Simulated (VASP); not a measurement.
Here is a VASP 6.6.1 calculation.

POSCAR

```
Fe3Ge2
1.0
    4.0052739713      0.0000000000      0.0000000000
   -2.0026369857      3.4686690083      0.0000000000
    0.0000000000      0.0000000000      4.9183310000
Fe Ge
3 2
Direct
    0.0000000000      0.0000000000      0.7454000000
    0.0000000000      0.0000000000      0.2546000000
    0.6666666700      0.3333333300      0.0000000000
    0.6666666700      0.3333333300      0.5000000000
    0.3333333300      0.6666666700      0.0000000000
```

The input INCAR.step1:

```
PREC = Accurate
ENCUT = 520
ISMEAR = 0
SIGMA = 0.1
LREAL = False
LASPH = True
NELM = 150
ISPIN = 2
MAGMOM = 4 4 4 0 0
LMAXMIX = 4
NBANDS = 38
GGA = PE
ALGO = Normal
EDIFF = 1E-4
LWAVE = True
LCHARG = False
```

File INCAR.step2:

```
PREC = Accurate
ENCUT = 520
EDIFF = 1E-6
ISMEAR = 0
SIGMA = 0.1
LREAL = False
LASPH = True
NELM = 150
ALGO = Normal
ISIF = 2
LWAVE = False
LCHARG = False
ISPIN = 2
MAGMOM = 4 4 4 0 0
LORBIT = 11
LMAXMIX = 4
METAGGA = R2SCAN
LMIXTAU = True
NBANDS = 38
ISTART = 1
```

KPOINTS

```
regular mesh
0
Gamma
  6 6 4
```

Potentials or basis: VASP PAW PBE potentials, release 64 (Fe, Ge_d).

Launch:

```console
$ cat potpaw_PBE.64/Fe/POTCAR potpaw_PBE.64/Ge_d/POTCAR > POTCAR
$ cp INCAR.step1 INCAR
$ mpirun -np 1 vasp_std > vasp.out
$ cp INCAR.step2 INCAR
$ mpirun -np 1 vasp_std > vasp.out
```

Task: Predict the net moment.

Result: 6.92 μB per cell.

Task: Predict the largest force.

Result: 0.082 eV/Å.

Forces in eV/Å, atoms in the order of the input:
```
Fe   0.000  0.000 -0.082
Fe   0.000  0.000  0.082
Fe   0.000  0.000  0.000
Ge   0.000  0.000  0.000
Ge   0.000  0.000  0.000
```

Caveat: the PAW data sets were made with another functional, which shifts forces and pressure a little.
